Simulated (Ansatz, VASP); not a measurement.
## Cross-check of SnSO4 (Pnma (measured, COD) SnSO4, displaced supercell) between VASP and Ansatz

One calculation is typed for both programs; each brings its own data sets. How far apart do they land? Of the first pair: The cell is taken from a series of runs on this material, whose earlier steps may have relaxed, scaled, displaced or heated it; both programs get it as it stands.

Main program and level: Ansatz 0.2.0; plane waves, with VASP 6.6.1 beside it; PBEsol.

**1. Set-up**

The cell holds 96 atoms: 16 Sn, 16 S and 64 O. Its edges and angles: a = 8.799 Å, b = 10.638 Å, c = 14.230 Å, α = 90.0°, β = 90.0°, γ = 90.0°. It derives from SnSO4 (Pnma (measured, COD)), repeated 1×2×2. As first built, before any earlier steps moved the atoms or strained the cell (in the runner's words): Pnma (measured, COD) SnSO4 (cell 8.799, 5.319, 7.115, 90, 90, 90), 1 x 2 x 2 conventional cells; every coordinate displaced by a Gaussian of 0.02 A.

**2. Ansatz: single point, PBEsol, pair 1**

Ansatz runs on its default PAW (the set named soft_2) files.

A single point takes one fixed geometry, so differences don't come from the geometry; what else differs is listed under the comparison.

Contents of input.yaml:

```yaml
crystal:
  lattice:
    - [8.799, 0.0, 0.0]
    - [0.0, 10.638, 0.0]
    - [0.0, 0.0, 14.23]
  atoms:
    - { symbol: Sn, position: [0.2079, 0.12513, 0.11014] }
    - { symbol: Sn, position: [0.29312, 0.37618, 0.36109] }
    - { symbol: Sn, position: [0.79318, 0.37193, 0.39021] }
    - { symbol: Sn, position: [0.70755, 0.12425, 0.14226] }
    - { symbol: S, position: [0.06547, 0.12305, 0.35047] }
    - { symbol: S, position: [0.43275, 0.37384, 0.0966] }
    - { symbol: S, position: [0.93046, 0.37603, 0.15302] }
    - { symbol: S, position: [0.56901, 0.12143, 0.4015] }
    - { symbol: O, position: [0.91525, 0.12195, 0.29802] }
    - { symbol: O, position: [0.58266, 0.37505, 0.04693] }
    - { symbol: O, position: [0.07947, 0.37536, 0.20111] }
    - { symbol: O, position: [0.41432, 0.12343, 0.4518] }
    - { symbol: O, position: [0.19168, 0.12516, 0.27658] }
    - { symbol: O, position: [0.30816, 0.37472, 0.02579] }
    - { symbol: O, position: [0.80513, 0.37357, 0.22256] }
    - { symbol: O, position: [0.69181, 0.12543, 0.4751] }
    - { symbol: O, position: [0.08802, 0.00817, 0.40923] }
    - { symbol: O, position: [0.41627, 0.49053, 0.16083] }
    - { symbol: O, position: [0.91222, 0.25939, 0.09132] }
    - { symbol: O, position: [0.5867, 0.23775, 0.34172] }
    - { symbol: O, position: [0.91054, 0.4886, 0.09223] }
    - { symbol: O, position: [0.59013, 0.01213, 0.34111] }
    - { symbol: O, position: [0.08873, 0.23804, 0.41067] }
    - { symbol: O, position: [0.41307, 0.25994, 0.15907] }
    - { symbol: Sn, position: [0.21071, 0.12343, 0.61061] }
    - { symbol: Sn, position: [0.29146, 0.37426, 0.86085] }
    - { symbol: Sn, position: [0.7938, 0.37508, 0.88744] }
    - { symbol: Sn, position: [0.70955, 0.12076, 0.64068] }
    - { symbol: S, position: [0.06937, 0.12634, 0.84909] }
    - { symbol: S, position: [0.43141, 0.37232, 0.59979] }
[... 60 atom lines left out ...]
    - { symbol: O, position: [0.91762, 0.75886, 0.59057] }
    - { symbol: O, position: [0.58611, 0.73898, 0.84185] }
    - { symbol: O, position: [0.91109, 0.98755, 0.591] }
    - { symbol: O, position: [0.58705, 0.511, 0.8418] }
    - { symbol: O, position: [0.08834, 0.74126, 0.90795] }
    - { symbol: O, position: [0.41009, 0.76468, 0.66064] }
kpoints:
  mp_grid: { grid: [1, 1, 1] }
hamiltonian:
  xc: pbesol
scf:
  occupations: { method: fermi_dirac, width: 0.05 }
output:
  forces: true
```

Command:

```sh
$ ansatz run input.yaml --threads 4 --pin off --max-ram 8192MiB --backend cpu --events-out ev --progress --plain --runs-dir out
```

Numbers of over 12 decimals in the logs are rounded to 6 here.

The program printed:

```text
Engine: ansatz 0.2.0, x86_64-unknown-linux-gnu
Pseudopotentials: kind: paw
Pseudopotential: Sn, paw, valence charge 14, recommended cutoff 420 eV (normal), Sn.paw.azcp
Pseudopotential: S, paw, valence charge 6, recommended cutoff 420 eV (normal), S.paw.azcp
Pseudopotential: O, paw, valence charge 6, recommended cutoff 420 eV (normal), O.paw.azcp
Functional definition: PBEsol
  exchange = pbesol_x
  correlation = pbesol_c
Crystal: 96 atoms, lattice volume = 1331.982 Å³
Basis set: ecut = 420 eV, 25989 PW (Γ), exchange–correlation on 120×144×192 points (8 copies of the dense FFT grid, shifted against one another)
Bands: 448, of which v1, the nominal top of the filled ones, is band 352 counted from 1 (351 counted from 0)
Symmetry: 1 space group operations
Space group: P1 (ITA 1), of the structure as read, at distance tolerance 1.1e-4 Å
k-points: 1
Non-local potential: Sn, projectors of the file, l = 0: 2, l = 1: 2, l = 2: 2, l = 3: 2
Non-local potential: S, projectors of the file, l = 0: 2, l = 1: 2, l = 2: 2
Non-local potential: O, projectors of the file, l = 0: 2, l = 1: 2, l = 2: 1
PAW form: soft (Blöchl's): semilocal exchange-correlation on the pseudo side does not see the compensation charge
PAW frozen core: Sn, regenerated for the run's functional, and the local potential with it (the file was generated under x = pbe(κ = 0.804, μ = 0.219515), c = pbe(β = 0.066725))
PAW frozen core: S, regenerated for the run's functional, and the local potential with it (the file was generated under x = pbe(κ = 0.804, μ = 0.219515), c = pbe(β = 0.066725))
PAW frozen core: O, regenerated for the run's functional, and the local potential with it (the file was generated under x = pbe(κ = 0.804, μ = 0.219515), c = pbe(β = 0.066725))
PAW one-centre angular grid: Sn, 590 points (default); XC on 64 Gauss nodes
PAW one-centre angular grid: S, 110 points (default); XC on 64 Gauss nodes
PAW one-centre angular grid: O, 110 points (default); XC on 64 Gauss nodes
Initial density: superposition of atomic densities (neutral atoms: chi_scale 0, normalization atom), corrected by the library's trained network
Initial wavefunctions: pseudopotential atomic-orbital guess
Functional: x = pbesol(κ = 0.804, μ = 0.123457), c = pbesol(β = 0.046)
SCF iter   1: F=—  HF=-145219.803713 eV  |F-HF|=—  |Δ(HF+E_count)|=         —  Δρ=1.09e-2  dr2=1.27e0  ethr=1.77e-3  ⟨swp⟩=5.0  Hψ=1962  notcnv=0  defer=52
preconditioner: auto → Resta (q_TF=auto, 2.453 Å⁻¹)  ε∞=3.5  [insulator: Δε(μ)=3.581 eV  Ē_g=17.069 eV  σ=0.050 eV  W_gap=1.00  n_scr=336 (ndim 8)  ℏωp=27.0 eV  f_vac=0.037  D(μ)=0.00/eV (n_scr^D=0)  ε∞_Penn≈3.5]
SCF iter   2: F=—  HF=-145219.425708 eV  |F-HF|=—  |Δ(HF+E_count)|=   3.78e-1  Δρ=2.02e-3  dr2=6.39e-2  ethr=1.81e-4  ⟨swp⟩=3.0  Hψ=725  notcnv=0  defer=89
SCF iter   3: F=—  HF=-145219.448090 eV  |F-HF|=—  |Δ(HF+E_count)|=   2.24e-2  Δρ=9.86e-4  dr2=1.40e-2  ethr=9.08e-6  ⟨swp⟩=3.0  Hψ=857  notcnv=0  defer=49
automatic band count: iteration 3 solves 408 bands in place of 448: the levels show a gap, and the empty bands left out lie too high to hold charge; the band table lists the bands solved (type scf.n_extra_bands for more)
SCF iter   4: F=—  HF=-145219.454122 eV  |F-HF|=—  |Δ(HF+E_count)|=   6.03e-3  Δρ=3.82e-4  dr2=1.62e-3  ethr=1.99e-6  ⟨swp⟩=2.0  Hψ=568  notcnv=0  defer=49
SCF iter   5: F=—  HF=-145219.454714 eV  |F-HF|=—  |Δ(HF+E_count)|=   5.91e-4  Δρ=2.17e-4  dr2=5.34e-4  ethr=2.30e-7  ⟨swp⟩=2.0  Hψ=710  notcnv=0  defer=49
SCF iter   6: F=—  HF=-145219.454711 eV  |F-HF|=—  |Δ(HF+E_count)|=   3.12e-6  Δρ=4.21e-5  dr2=2.02e-5  ethr=7.58e-8  ⟨swp⟩=2.0  Hψ=699  notcnv=0  defer=49
SCF iter   7: F=—  HF=-145219.455499 eV  |F-HF|=—  |Δ(HF+E_count)|=   7.88e-4  Δρ=2.31e-5  dr2=6.08e-6  ethr=2.87e-9  ⟨swp⟩=2.0  Hψ=710  notcnv=0  defer=49
SCF iter   8: F=—  HF=-145219.455499 eV  |F-HF|=—  |Δ(HF+E_count)|=   4.36e-7  Δρ=7.00e-6  dr2=5.42e-7  ethr=8.63e-10  ⟨swp⟩=2.0  Hψ=710  notcnv=0  defer=49
SCF iter   9: F=-145219.455499 eV  HF=-145219.455499 eV  |F-HF|=1.79e-8  |Δ(HF+E_count)|=   1.72e-7  Δρ=2.13e-6  dr2=5.34e-8  ethr=1.42e-11  ⟨swp⟩=5.0  Hψ=1328  notcnv=0
SCF 1 converged in 9 iterations: F = -145219.455499 eV  dr2 = 5.34e-8
  greatest PAW one-centre occupation: 0.994 electrons in one spin orbital (limit 2), on the Sn atom at site 75 (counted from 0), in its partial waves of l = 2
SCF converged after 9 iterations
Free energy (F): -145219.455499 eV
Harris-Foulkes:  -145219.455499 eV  (|F-HF|=1.79e-8)
Internal energy: -145219.455499 eV  (E = F + TS)
E sigma→0 (E₀):  -145219.455499 eV
Fermi energy:    7.158534 eV
--- Per-component energies (eV) ---
  E_band       = -3582.979008
  E_kinetic    = 16030.957207
  E_local      = -42760.140090  (includes V_loc(G=0)·N_el)
  E_nonlocal   = 3005.918957
  E_hartree    = 18500.282866
  E_xc         = -12284.725916
  E_vxc        = -8944.378831  (∫ρ·V_xc dr)
  E_paw        = -84063.999439  (= ΣΔE_a)
  E_vpaw       = -7916.062694  (= ΣTr[D̂ρ^β])
  E_aug_tail   = 0.155256  (compensation charges beyond the density's cutoff)
  E_ewald      = -43655.711390
  E_core_change = 7.807051  (= ΣΔE_core)
  E_smearing   = -0.000000  (= −TS)
  E_closure    = -0.000000  (closes the sum)
  Σ components = -145219.455499   (vs F -145219.455499, Δ=0.00e0)
--- Forces (eV/Å), atoms counted from 1 ---
  atom   1  Sn     0.24857064     0.24844269     0.47121960
  atom   2  Sn    -0.16252468    -0.18478765     0.29202415
  atom   3  Sn    -0.51895376    -0.21581289    -0.51359607
  atom   4  Sn     0.56311782     0.14503835    -0.61536194
  atom   5  S      0.12577351     0.70537457    -2.42631029
  atom   6  S      1.14693093     0.98288679     0.47412188
  atom   7  S      0.69349611    -1.20692676    -0.46764816
  atom   8  S     -2.02116949     2.44279554     2.66142068
  atom   9  O      1.21290077     0.03002509     1.77758211
  atom  10  O     -0.88052259    -0.09773337     1.14269325
  atom  11  O     -0.10852850     0.08101901    -0.53396127
  atom  12  O      1.91519102    -0.34964919    -1.71688163
  atom  13  O     -0.20383752    -0.13106065     0.41424360
  atom  14  O     -0.76165526     0.06694856    -0.28221626
  atom  15  O     -1.04751119     0.02214006     1.06955004
  atom  16  O      0.34682222    -0.26882188    -0.03654201
  atom  17  O     -0.23708730    -0.12802024    -0.02786508
  atom  18  O     -0.10089695    -1.11103832    -1.36925184
  atom  19  O      0.00691122     0.48222098     0.77769542
  atom  20  O      0.12083057    -0.07781167     0.38230796
  atom  21  O     -0.04841123     0.44864886     0.04465319
  atom  22  O      0.10312255    -1.61462647    -0.63909485
  atom  23  O     -0.46686493    -0.41228482    -0.44054021
  atom  24  O      0.00235975     0.18886592    -0.64246800
[...]
atom  89  O     -0.44054407     1.47270706    -1.51708061
  atom  90  O      0.27053293    -0.96049030    -1.40748323
  atom  91  O     -0.34169828     0.64988755     0.87530689
  atom  92  O     -0.10634404     0.36388742     0.32515999
  atom  93  O     -0.07180247     0.66134080    -0.06476534
  atom  94  O     -0.22251479     0.51928974     0.83962917
  atom  95  O     -0.05513670    -1.22991953    -1.07824126
  atom  96  O     -0.01683115    -1.07915111    -0.15966824
  max |Σ_I F_I| component: 2.00e-5 eV/Å
```

**3. VASP: single point, PBEsol, pair 1**

The same cell, functional, mesh and smearing now go to VASP, with its own data sets.

Lines of VASP's logs that name or quote its potential files are left out, and so is its time.

Contents of INCAR:

```
SYSTEM = SnSO4
PREC = Accurate
ENCUT = 520
EDIFF = 1E-06
NELM = 120
ISMEAR = -1
SIGMA = 0.05
LREAL = Auto
ALGO = Normal
GGA = PS
NBANDS = 424
LORBIT = 11
LWAVE = .FALSE.
LCHARG = .FALSE.
ISIF = 2
LASPH = .TRUE.
GGA_COMPAT = .FALSE.
EFERMI = MIDGAP
NCORE = 2
```

Contents of POSCAR:

```
SnSO4
1.0
    8.7990000000      0.0000000000      0.0000000000
    0.0000000000     10.6380000000      0.0000000000
    0.0000000000      0.0000000000     14.2300000000
Sn S O
16 16 64
Direct
    0.2079000000      0.1251300000      0.1101400000
    0.2931200000      0.3761800000      0.3610900000
    0.7931800000      0.3719300000      0.3902100000
    0.7075500000      0.1242500000      0.1422600000
    0.2107100000      0.1234300000      0.6106100000
    0.2914600000      0.3742600000      0.8608500000
    0.7938000000      0.3750800000      0.8874400000
    0.7095500000      0.1207600000      0.6406800000
    0.2060600000      0.6254000000      0.1107400000
    0.2928300000      0.8765700000      0.3617500000
    0.7933000000      0.8763200000      0.3874000000
    0.7057500000      0.6247300000      0.1429800000
    0.2081700000      0.6275300000      0.6104400000
    0.2939800000      0.8748600000      0.8610400000
    0.7917800000      0.8726400000      0.8892900000
    0.7099700000      0.6254600000      0.6375200000
    0.0654700000      0.1230500000      0.3504700000
    0.4327500000      0.3738400000      0.0966000000
    0.9304600000      0.3760300000      0.1530200000
    0.5690100000      0.1214300000      0.4015000000
    0.0693700000      0.1263400000      0.8490900000
    0.4314100000      0.3723200000      0.5997900000
    0.9336000000      0.3796500000      0.6535400000
    0.5736500000      0.1253100000      0.9016500000
    0.0702000000      0.6243100000      0.3461200000
    0.4272700000      0.8784900000      0.0955000000
    0.9323500000      0.8761000000      0.1518300000
    0.5724900000      0.6231600000      0.4037400000
    0.0690900000      0.6225700000      0.8460300000
    0.4333000000      0.8723700000      0.5965300000
[... 60 atom lines left out ...]
    0.9176200000      0.7588600000      0.5905700000
    0.5861100000      0.7389800000      0.8418500000
    0.9110900000      0.9875500000      0.5910000000
    0.5870500000      0.5110000000      0.8418000000
    0.0883400000      0.7412600000      0.9079500000
    0.4100900000      0.7646800000      0.6606400000
```

Contents of KPOINTS:

```
Automatic mesh
0
Gamma
1 1 1
0 0 0
```

PAW data sets: Sn_d, S and O (PBE family, release 64).

Command:

```sh
$ mpirun -np 8 vasp_gam
```

The program printed:

```text
[banner, memory and clock lines left out]
running    8 mpi-ranks, on    1 nodes
[...]
|                                                                             |
|               ----> ADVICE to this user running VASP <----                  |
|                                                                             |
|     You enforced a specific xc type in the INCAR file but a different       |
|     [... a line on the potential file left out ...]
|     I HOPE YOU KNOW WHAT YOU ARE DOING!                                     |
|                                                                             |

 LDA part: xc-table for (Slater+PW92), standard interpolation
 POSCAR, INCAR and KPOINTS ok, starting setup
[...]
entering main loop
       N       E                     dE             d eps       ncg     rms          rms(c)
DAV:   1     0.175335268129E+05    0.17534E+05   -0.30067E+05   856   0.231E+03
DAV:   2     0.307445374454E+04   -0.14459E+05   -0.13926E+05  1008   0.720E+02
DAV:   3    -0.266572385716E+03   -0.33410E+04   -0.31439E+04  1000   0.309E+02
DAV:   4    -0.666863154530E+03   -0.40029E+03   -0.39096E+03  1024   0.109E+02
[...]
DAV:  14    -0.604495980824E+03   -0.80977E-04   -0.15896E-04  1088   0.345E-02    0.573E-02
DAV:  15    -0.604495985292E+03   -0.44682E-05   -0.44148E-05  1176   0.164E-02    0.172E-02
DAV:  16    -0.604495985411E+03   -0.11907E-06   -0.66644E-06   888   0.555E-03
   1 F= -.60449599E+03 E0= -.60449599E+03  d E =-.180252E-14
```

OUTCAR, selected parts (step 3):

```text
  FREE ENERGIE OF THE ION-ELECTRON SYSTEM (eV)
  ---------------------------------------------------
  free  energy   TOTEN  =      -604.4959854109 eV

  energy  without entropy=     -604.4959854109  energy(sigma->0) =     -604.49598541
```

The run ends at a pressure of -4.89 GPa, with forces up to 5.1 eV/Å.

**4. Differences**

Known differences besides the potentials themselves: the cutoff is 420 eV in Ansatz and 520 eV in VASP (PREC = Accurate, projectors in real space); Ansatz makes its cores anew for this functional, VASP keeps those of its PBE data sets. Total energies have different zeros and are not compared.

The two programs side by side:

| quantity | Ansatz | VASP | difference |
| --- | --- | --- | --- |
| gap on the k mesh (eV) | 3.658 | 3.646 | +0.012 |

Forces on 8 of the 96 atoms, those with the largest forces and the largest differences (eV/Å; atoms numbered as in POSCAR):

| atom | Ansatz x, y, z | VASP x, y, z |
| --- | --- | --- |
| S20 | -2.021, 2.443, 2.661 | -1.923, 2.335, 2.539 |
| S22 | 1.332, 2.901, -2.376 | 1.298, 2.745, -2.310 |
| S23 | -1.770, -3.615, -0.095 | -1.670, -3.491, -0.087 |
| S24 | -2.999, 0.400, 2.627 | -2.892, 0.380, 2.519 |
| S26 | 4.048, -2.911, 1.915 | 3.825, -2.797, 1.814 |
| O46 | 0.103, -1.615, -0.639 | 0.078, -1.451, -0.519 |
| O52 | 2.390, -0.072, -1.788 | 2.344, -0.069, -1.755 |
| O70 | -2.317, 0.077, -2.109 | -2.103, 0.089, -1.924 |

The forces differ by 54 meV/Å r.m.s., which is 5.7 % of the r.m.s. force of 0.945 eV/Å (both taken over all components). A gap on the mesh is an upper bound, since the band edges may lie between its points.

**5. Ansatz: relaxation, PBEsol**

This run makes the geometry at which the two programs are then compared. The cell compared in this pair holds 1424.68 Å³, against 1331.98 Å³ for the pair before.

The structure compared here is the end of the Ansatz relaxation.

Contents of input.yaml:

```yaml
crystal:
  lattice:
    - [8.89577, -0.00045, -0.00014]
    - [-0.00054, 11.07732, 0.00108]
    - [-0.00022, 0.00144, 14.45769]
  atoms:
    - { symbol: Sn, position: [0.22359, 0.12474, 0.10061] }
    - { symbol: Sn, position: [0.27717, 0.3747, 0.3508] }
    - { symbol: Sn, position: [0.77726, 0.37497, 0.39964] }
    - { symbol: Sn, position: [0.72352, 0.12499, 0.14961] }
    - { symbol: S, position: [0.07595, 0.12476, 0.33432] }
    - { symbol: S, position: [0.42483, 0.37476, 0.08437] }
    - { symbol: S, position: [0.92477, 0.37488, 0.16586] }
    - { symbol: S, position: [0.57595, 0.12493, 0.41592] }
    - { symbol: O, position: [0.92173, 0.12454, 0.29351] }
    - { symbol: O, position: [0.57909, 0.37472, 0.04364] }
    - { symbol: O, position: [0.07901, 0.37507, 0.20663] }
    - { symbol: O, position: [0.42173, 0.12515, 0.45672] }
    - { symbol: O, position: [0.20186, 0.12488, 0.2624] }
    - { symbol: O, position: [0.299, 0.3748, 0.0124] }
    - { symbol: O, position: [0.79891, 0.37471, 0.23782] }
    - { symbol: O, position: [0.70184, 0.12475, 0.48784] }
    - { symbol: O, position: [0.09711, 0.01279, 0.39529] }
    - { symbol: O, position: [0.40387, 0.48682, 0.14526] }
    - { symbol: O, position: [0.90392, 0.26279, 0.10499] }
    - { symbol: O, position: [0.59715, 0.23691, 0.35496] }
    - { symbol: O, position: [0.90354, 0.48688, 0.10493] }
    - { symbol: O, position: [0.59667, 0.01284, 0.35503] }
    - { symbol: O, position: [0.09671, 0.23688, 0.39516] }
    - { symbol: O, position: [0.40374, 0.26273, 0.14529] }
    - { symbol: Sn, position: [0.22352, 0.12467, 0.6006] }
    - { symbol: Sn, position: [0.27719, 0.3747, 0.85058] }
    - { symbol: Sn, position: [0.77708, 0.37493, 0.89955] }
    - { symbol: Sn, position: [0.72359, 0.12485, 0.64965] }
    - { symbol: S, position: [0.07595, 0.1248, 0.83434] }
    - { symbol: S, position: [0.42454, 0.3748, 0.58441] }
[... 60 atom lines left out ...]
    - { symbol: O, position: [0.90375, 0.76277, 0.60502] }
    - { symbol: O, position: [0.59703, 0.73687, 0.85488] }
    - { symbol: O, position: [0.90372, 0.98685, 0.60502] }
    - { symbol: O, position: [0.59665, 0.51278, 0.85506] }
    - { symbol: O, position: [0.09668, 0.7368, 0.89532] }
    - { symbol: O, position: [0.40363, 0.76275, 0.64529] }
kpoints:
  mp_grid: { grid: [1, 1, 1] }
hamiltonian:
  xc: pbesol
scf:
  occupations: { method: fermi_dirac, width: 0.05 }
output:
  forces: true
  eigenvalues: true
  stress: true
relax:
  f_tol: 0.05
  max_steps: 70
```

Command:

```sh
$ ansatz run input.yaml --threads 4 --pin off --max-ram 8192MiB --backend cpu --events-out ev --progress --plain --runs-dir out
```

The program printed:

```text
Warning: output.stress: scf.convergence.dr2_threshold = 1e-7 eV (the SCF's general default) is looser than the 9.6e-9 eV advised for a printed stress (1e-10 eV for each atom of the cell: 96). What an SCF threshold leaves in a stress goes as its square root, and in the free energy as the threshold itself, and one threshold admits the most on a small cell: [figures from the program's tests cut] Every solve of this run  [...]
[...]
Crystal: 96 atoms, lattice volume = 1424.679 Å³
[...]
- { symbol: Sn, position: [0.272774, 0.874771, 0.849790] }
    - { symbol: Sn, position: [0.772833, 0.874858, 0.900527] }
    - { symbol: Sn, position: [0.727612, 0.624850, 0.650450] }
    - { symbol: S, position: [0.080885, 0.624810, 0.829720] }
    - { symbol: S, position: [0.419774, 0.874806, 0.579724] }
    - { symbol: S, position: [0.919646, 0.874796, 0.670561] }
    - { symbol: S, position: [0.580915, 0.624816, 0.920556] }
[...]
- { symbol: O, position: [0.897719, 0.984430, 0.610282] }
    - { symbol: O, position: [0.602724, 0.515178, 0.860297] }
    - { symbol: O, position: [0.102653, 0.734449, 0.889988] }
    - { symbol: O, position: [0.397783, 0.765196, 0.640021] }
```

[end of part 1 of 2]

[Lines on the potential files, build, host, timing and source positions are cut from VASP's logs without a mark.]

[Logs are printed without paths, hosts, clocks, repeated set-up lines and the standing remarks that a program may print on its own settings, such as how far it seeks lower states.]

[Hosts, paths, dates, database ids (printed as entryN), source tags and the programs' standing remarks are cut or masked in the printed files.]
